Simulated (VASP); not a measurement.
# RPA total energies of CaO (Lime), part 2 of 2

Aim: total energies of CaO (Lime) from exact exchange and RPA correlation, beside cheaper functionals. The scan starts from a database cell scaled to its smallest volume. The cell is of the rock-salt type. The start is a cell from a database of measured crystal structures.

VASP 6.6.1, plane waves and PAW; the level of theory is named at each step.

So far. Step 26 (RPA correlation, volume ratio 1.03): The correlation energy is -11.776 eV an atom, +6 meV against the point before. With exact exchange the total is -27.8608 eV an atom. Step 27 (Comparison: r2SCAN, volume ratio 1.03): Its energy is -12.2218 eV an atom, on a zero of its own.

## Step 28: Orbitals for comparison: HSE06, volume ratio 1.03

This step: PBE; plane waves and PAW (Ca_sv_GW, O_GW) (VASP 6.6.1).

The input, INCAR:

```
SYSTEM = CaO
PREC = Accurate
ENCUT = 560
EDIFF = 1E-05
NELM = 100
ISMEAR = 0
SIGMA = 0.05
LREAL = .FALSE.
ALGO = Normal
GGA = PE
NBANDS = 14
LORBIT = 11
LWAVE = .TRUE.
LCHARG = .FALSE.
KPAR = 8
```

The input, POSCAR:

```
CaO
1.0
    0.0000000000      2.4303282823      2.4303282823
    2.4303282823      0.0000000000      2.4303282823
    2.4303282823      2.4303282823      0.0000000000
Ca O
1 1
Direct
    0.0000000000      0.0000000000      0.0000000000
    0.5000000000      0.5000000000      0.5000000000
```

The input, KPOINTS:

```
Automatic mesh
0
Gamma
4 4 4
0 0 0
```

PAW data sets: Ca_sv_GW and O_GW (PBE family, release 64).

Command:

```bash
> mpirun -np 8 vasp_std
```

The job ended after 6 s (8 MPI ranks of Intel Xeon Platinum 8488C (Sapphire Rapids), shared host; peak memory 1.2 GiB; 13 s of CPU time).

The run ends at a pressure of -2.20 GPa.

## Step 29: Comparison: HSE06, volume ratio 1.03

This step: HSE06; plane waves and PAW (Ca_sv_GW, O_GW) (VASP 6.6.1).

The input, INCAR:

```
SYSTEM = CaO
PREC = Accurate
ENCUT = 560
EDIFF = 1E-06
NELM = 100
ISMEAR = 0
SIGMA = 0.05
LREAL = .FALSE.
ALGO = Normal
LHFCALC = .TRUE.
AEXX = 0.25
GGA = PE
HFSCREEN = 0.2
LASPH = .TRUE.
NBANDS = 14
PRECFOCK = Fast
LWAVE = .FALSE.
LCHARG = .FALSE.
KPAR = 8
```

POSCAR is that of step 28.

KPOINTS is that of step 28.

The run starts from files that an earlier step left in the folder.

Command:

```bash
> mpirun -np 8 vasp_std
```

The job ended after 17 s (8 MPI ranks; peak memory 1.9 GiB; 100 s of CPU time).

Its energy is -10.4101 eV an atom, on a zero of its own.

## Step 30: Orbitals, volume ratio 1.06

This step: PBE; plane waves and PAW (Ca_sv_GW, O_GW) (VASP 6.6.1).

The same chain follows at a volume ratio of 1.06.

The input, INCAR:

```
SYSTEM = CaO
PREC = Accurate
ENCUT = 560
EDIFF = 1E-08
NELM = 100
ISMEAR = 0
SIGMA = 0.05
LREAL = .FALSE.
ALGO = Normal
GGA = PE
NBANDS = 14
LORBIT = 11
LWAVE = .TRUE.
LCHARG = .FALSE.
KPAR = 8
```

The input, POSCAR:

```
CaO
1.0
    0.0000000000      2.4536982572      2.4536982572
    2.4536982572      0.0000000000      2.4536982572
    2.4536982572      2.4536982572      0.0000000000
Ca O
1 1
Direct
    0.0000000000      0.0000000000      0.0000000000
    0.5000000000      0.5000000000      0.5000000000
```

KPOINTS is that of step 29.

Command:

```bash
> mpirun -np 8 vasp_std
```

The job ended after 5.8 s (8 MPI ranks; peak memory 1.2 GiB; 15 s of CPU time).

The run ends at a pressure of -4.82 GPa.

## Step 31: Exact exchange, volume ratio 1.06

This step: Hartree-Fock energy on PBE orbitals; plane waves and PAW (Ca_sv_GW, O_GW) (VASP 6.6.1).

The input, INCAR:

```
SYSTEM = CaO
PREC = Accurate
ENCUT = 560
ISMEAR = 0
SIGMA = 0.05
LREAL = .FALSE.
GGA = PE
NBANDS = 14
ALGO = Eigenval
NELM = 1
LHFCALC = .TRUE.
AEXX = 1
ALDAC = 0
AGGAC = 0
PRECFOCK = Normal
LWAVE = .FALSE.
LCHARG = .FALSE.
```

POSCAR is that of step 30.

KPOINTS is that of step 30.

The run starts from files that an earlier step left in the folder.

Command:

```bash
> mpirun -np 8 vasp_std
```

Run time: 11 s. Hardware: 8 MPI ranks; peak memory 0.91 GiB.

The Hartree-Fock energy on these orbitals is -16.0782 eV an atom.

## Step 32: Empty bands, volume ratio 1.06

This step: PBE; plane waves and PAW (Ca_sv_GW, O_GW) (VASP 6.6.1).

The input, INCAR:

```
SYSTEM = CaO
PREC = Accurate
ENCUT = 560
ISMEAR = 0
SIGMA = 0.05
LREAL = .FALSE.
GGA = PE
NBANDS = 896
ALGO = Exact
NELM = 1
LWAVE = .TRUE.
LCHARG = .FALSE.
LOPTICS = .TRUE.
NEDOS = 1000
CSHIFT = 0.1
```

POSCAR is that of step 31.

KPOINTS is that of step 31.

Command:

```bash
> mpirun -np 8 vasp_std
```

Wall time 10 s (8 MPI ranks); peak memory 1.1 GiB; 46 s of CPU time.

WAVECAR now holds 896 bands for 16 electrons.

## Step 33: RPA correlation, volume ratio 1.06

This step: RPA correlation on PBE orbitals; plane waves and PAW (Ca_sv_GW, O_GW) (VASP 6.6.1).

The input, INCAR:

```
SYSTEM = CaO
PREC = Accurate
ENCUT = 560
ISMEAR = 0
SIGMA = 0.05
LREAL = .FALSE.
GGA = PE
NBANDS = 896
ALGO = ACFDT
ENCUTGW = 200
NOMEGA = 12
PRECFOCK = Fast
LWAVE = .FALSE.
LCHARG = .FALSE.
```

POSCAR is that of step 32.

KPOINTS is that of step 32.

Command:

```bash
> mpirun -np 8 vasp_std
```

Elapsed: 1.8 min, on 8 MPI ranks; peak memory 2 GiB.

The correlation energy is -11.772 eV an atom, +4 meV against the point before. With exact exchange the total is -27.8498 eV an atom.

## Step 34: Comparison: r2SCAN, volume ratio 1.06

This step: r2SCAN; plane waves and PAW (Ca_sv_GW, O_GW) (VASP 6.6.1).

The input, INCAR:

```
SYSTEM = CaO
PREC = Accurate
ENCUT = 560
EDIFF = 1E-06
NELM = 100
ISMEAR = 0
SIGMA = 0.05
LREAL = .FALSE.
ALGO = Normal
METAGGA = R2SCAN
LASPH = .TRUE.
NBANDS = 14
LWAVE = .FALSE.
LCHARG = .FALSE.
KPAR = 8
```

POSCAR is that of step 33.

KPOINTS is that of step 33.

Command:

```bash
> mpirun -np 8 vasp_std
```

Elapsed: 18 s, on 8 MPI ranks; peak memory 1.2 GiB; 1.8 min of CPU time.

Its energy is -12.2063 eV an atom, on a zero of its own.

## Step 35: Orbitals for comparison: HSE06, volume ratio 1.06

This step: PBE; plane waves and PAW (Ca_sv_GW, O_GW) (VASP 6.6.1).

The input, INCAR:

```
SYSTEM = CaO
PREC = Accurate
ENCUT = 560
EDIFF = 1E-05
NELM = 100
ISMEAR = 0
SIGMA = 0.05
LREAL = .FALSE.
ALGO = Normal
GGA = PE
NBANDS = 14
LORBIT = 11
LWAVE = .TRUE.
LCHARG = .FALSE.
KPAR = 8
```

POSCAR is that of step 34.

KPOINTS is that of step 34.

Command:

```bash
> mpirun -np 8 vasp_std
```

The job ended after 7.2 s (8 MPI ranks; peak memory 1.2 GiB; 22 s of CPU time).

The run ends at a pressure of -4.79 GPa.

## Step 36: Comparison: HSE06, volume ratio 1.06

This step: HSE06; plane waves and PAW (Ca_sv_GW, O_GW) (VASP 6.6.1).

The input, INCAR:

```
SYSTEM = CaO
PREC = Accurate
ENCUT = 560
EDIFF = 1E-06
NELM = 100
ISMEAR = 0
SIGMA = 0.05
LREAL = .FALSE.
ALGO = Normal
LHFCALC = .TRUE.
AEXX = 0.25
GGA = PE
HFSCREEN = 0.2
LASPH = .TRUE.
NBANDS = 14
PRECFOCK = Fast
LWAVE = .FALSE.
LCHARG = .FALSE.
KPAR = 8
```

POSCAR is that of step 35.

KPOINTS is that of step 35.

The run starts from files that an earlier step left in the folder.

Command:

```bash
> mpirun -np 8 vasp_std
```

The job ended after 24 s (8 MPI ranks; peak memory 1.9 GiB; 2.5 min of CPU time).

Its energy is -10.3953 eV an atom, on a zero of its own.

## Step 37: Summary

This step: exact exchange and RPA correlation on PBE orbitals, beside r2SCAN, beside HSE06; plane waves and PAW (VASP 6.6.1).

This step runs nothing: it gathers the runs above.

Numbers from this step:

| Item | Value |
| --- | --- |
| equilibrium volume, EXX+RPA | 13.97 Å³/atom |
| bulk modulus | 112.4 GPa |

Table of energy above the lowest point by volume; values in meV/atom:

```
volume (Å³/atom)   PBE   EXX  EXX+RPA  r2SCAN  HSE06
          13.100  24.3  38.7     21.4    11.4   11.9
          13.518  7.19  14.4     5.47   0.735  0.836
          13.937     0  2.02        0       0      0
          14.355  1.56     0     3.52    8.11   7.55
          14.773  10.4  6.79     14.5    23.5   22.4
```

Cost is wall time times ranks on a shared host; the RPA row holds all its steps. Fits of the equation of state:

```
  level  V0 (Å³/atom)  B0 (GPa)  fit error (meV/atom)  minimum inside the series  cost a point (core minutes)
    PBE         14.07     105.9               0.02277                        yes                         0.86
    EXX         14.24     120.8               0.02189                        yes                         2.07
EXX+RPA         13.97     112.4               0.01445                        yes                         13.6
 r2SCAN         13.75     116.3               0.03548                        yes                         1.78
  HSE06         13.77     115.3               0.02551                        yes                         2.44
```

## Step 38: What came out

* PBE: V0 14.07 Å³/atom, B0 106 GPa
* EXX: V0 14.24 Å³/atom, B0 121 GPa
* EXX+RPA: V0 13.97 Å³/atom, B0 112 GPa
* r2SCAN: V0 13.75 Å³/atom, B0 116 GPa
* HSE06: V0 13.77 Å³/atom, B0 115 GPa

Exact exchange with RPA correlation puts the minimum at 13.97 Å³ an atom, with a bulk modulus of 112 GPa. PBE puts the volume 0.68 % above EXX+RPA, at roughly 1/16 of its cost. r2SCAN puts the volume 1.6 % below EXX+RPA, at roughly 1/8 of its cost. HSE06 puts the volume 1.5 % below EXX+RPA, at roughly 1/6 of its cost. Correlation shrinks the exact-exchange volume by 1.9 %. Neither mesh nor response cutoff was varied, so differences in volume under about 1 % aren't resolved. Exact exchange and correlation are taken on one coarse mesh and aren't self-consistent; the correlation energy is extrapolated in the response cutoff by the program, which at the first volume adds -1749 meV an atom to the value at the highest cutoff and varies with the volume; a small fit error says nothing about that part. NBANDS follows the largest plane-wave count of any k point, which rises in steps with the volume. The cheaper functionals share the mesh. Not tabulated here, as repeats of values shown or as unfit to read for their mesh, reference level or band range: eps2 curves (empty bands); eps1 curves and static values (empty bands); gaps (empty bands).

[Long decimals in the printed logs are rounded to 6 places.]

[Lines on the potential files, build, host, timing and source positions are cut from VASP's logs without a mark.]

[Logs are printed without paths, hosts, clocks, repeated set-up lines and the standing remarks that a program may print on its own settings, such as how far it seeks lower states.]

[Hosts, paths, dates, database ids (printed as entryN), source tags and the programs' standing remarks are cut or masked in the printed files.]

[Measured values are set beside computed ones only where the two were judged alike; some that the calculation misses by far are left out.]

[Pressures printed for these runs are not shown converged in the cutoff: they can be off by several GPa and have the wrong sign.]
